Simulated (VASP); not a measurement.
Output of a VASP run:

File OSZICAR:
```
       N       E                     dE             d eps       ncg     rms          rms(c)
DAV:   1     0.145136972606E+02    0.14514E+02   -0.58448E+03  1392   0.115E+03
DAV:   2    -0.190570416639E+02   -0.33571E+02   -0.32464E+02  1816   0.218E+02
DAV:   3    -0.193544632729E+02   -0.29742E+00   -0.29742E+00  1608   0.227E+01
DAV:   4    -0.193547306487E+02   -0.26738E-03   -0.26738E-03  1896   0.620E-01
DAV:   5    -0.193547307409E+02   -0.92121E-07   -0.92121E-07  1568   0.851E-03    0.699E+00
DAV:   6    -0.184140908511E+02    0.94064E+00   -0.31165E+00  1800   0.141E+01    0.352E+00
DAV:   7    -0.183030437107E+02    0.11105E+00   -0.14009E-01  1784   0.351E+00    0.195E+00
DAV:   8    -0.182805200797E+02    0.22524E-01   -0.45404E-02  1520   0.182E+00    0.218E-01
DAV:   9    -0.182805450572E+02   -0.24977E-04   -0.37822E-04  1360   0.247E-01    0.821E-02
DAV:  10    -0.182805575882E+02   -0.12531E-04   -0.67915E-05  1920   0.908E-02    0.139E-02
DAV:  11    -0.182805589289E+02   -0.13407E-05   -0.19011E-06  1408   0.142E-02    0.469E-03
DAV:  12    -0.182805590000E+02   -0.71068E-07   -0.42335E-07   672   0.599E-03
   1 F= -.15203650E+02 E0= -.15203650E+02  d E =-.152036E+02
       N       E                     dE             d eps       ncg     rms          rms(c)
DAV:   1    -0.181198859193E+02    0.16067E+00   -0.29069E+00  1464   0.185E+01    0.219E+00
DAV:   2    -0.180387805557E+02    0.81105E-01   -0.31737E-01  1616   0.495E+00    0.662E-01
DAV:   3    -0.180335856252E+02    0.51949E-02   -0.15503E-02  1672   0.122E+00    0.240E-01
DAV:   4    -0.180324993361E+02    0.10863E-02   -0.13558E-03  1608   0.365E-01    0.750E-02
DAV:   5    -0.180324759803E+02    0.23356E-04   -0.48809E-05  1768   0.659E-02    0.425E-02
DAV:   6    -0.180324766243E+02   -0.64392E-06   -0.20132E-06  1400   0.214E-02
   2 F= -.15179121E+02 E0= -.15179121E+02  d E =0.245288E-01
       N       E                     dE             d eps       ncg     rms          rms(c)
DAV:   1    -0.182419151216E+02   -0.20944E+00   -0.10827E+00  1416   0.110E+01    0.134E+00
DAV:   2    -0.182107729840E+02    0.31142E-01   -0.12947E-01  1632   0.309E+00    0.393E-01
DAV:   3    -0.182089901493E+02    0.17828E-02   -0.51637E-03  1664   0.707E-01    0.143E-01
DAV:   4    -0.182085569026E+02    0.43325E-03   -0.55452E-04  1632   0.227E-01    0.410E-02
DAV:   5    -0.182085470551E+02    0.98475E-05   -0.18588E-05  1656   0.397E-02    0.246E-02
DAV:   6    -0.182085457381E+02    0.13170E-05   -0.79377E-07   856   0.141E-02    0.937E-04
DAV:   7    -0.182085458132E+02   -0.75077E-07   -0.57719E-08   672   0.296E-03
   3 F= -.15218725E+02 E0= -.15218725E+02  d E =-.150748E-01
```

**OUTCAR**
```
------------------------ aborting loop because EDIFF is reached ----------------------------------------
  FORCE on cell =-STRESS in cart. coord.  units (eV):
  Direction    XX          YY          ZZ          XY          YZ          ZX
  --------------------------------------------------------------------------------------
  Total        2.9766103      2.9766103      2.9766103     -0.0000000     -0.0000000      0.0000000
  in kB      448.0116085    448.0116085    448.0116085     -0.0000000     -0.0000000      0.0000000
  external PRESSURE =      -1.9883915 kB  Pullay stress =     450.0000000 kB
  volume of cell :       10.64
      direct lattice vectors                 reciprocal lattice vectors
    -0.000000000  1.745973973  1.745973973    -0.286373112  0.286373112  0.286373112
     1.745973973  0.000000000  1.745973973     0.286373112 -0.286373112  0.286373112
     1.745973973  1.745973973  0.000000000     0.286373112  0.286373112 -0.286373112
  FREE ENERGIE OF THE ION-ELECTRON SYSTEM (eV)
  ---------------------------------------------------
  free  energy   TOTEN  =       -18.2085458132 eV

  energy  without entropy=      -18.2085458132  energy(sigma->0) =      -18.20854581
  enthalpy is  TOTEN    =       -15.2187245684 eV   P V=        2.9898212448

 reached required accuracy - stopping structural energy minimisation
```
(Selected blocks of OUTCAR.)

### POSCAR
```
BN
1
    0.0000000000     1.7627643218     1.7627643218
    1.7627643218     0.0000000000     1.7627643218
    1.7627643218     1.7627643218     0.0000000000
B N
1 1
Direct
  0.0000000000   0.0000000000   0.0000000000
  0.2500000000   0.2500000000   0.2500000000
```

**Question.** Reconstruct the remaining input files.

**Answer.** Several could match; the one computed here: the input of the run itself, PBEsol GGA, plane waves, VASP's PBE PAW potentials (set 64).

### KPOINTS
```
Regular mesh
0
gamma
 13 13 13
0 0 0
```

### INCAR
```
ALGO = Normal
EDIFF = 1E-6
EDIFFG = -0.02
ENCUT = 620
GGA = PS
IBRION = 2
ISIF = 3
ISMEAR = 0
LASPH = T
LCHARG = F
LREAL = F
LWAVE = F
NELM = 100
NSW = 40
PREC = Accurate
PSTRESS = 450
SIGMA = 0.05
SYSTEM = BN
```

POTCAR, in this order: B N (PBE.64 set). Program: vasp_std.

Energy and stress use the plane-wave basis of the starting cell.

The structure was generated: BN was put into the zinc blende type (F-43m), which need not be its known phase. This run relaxes it under an external pressure of 45 GPa. Symmetry was kept, so distortions that lower it aren't found.
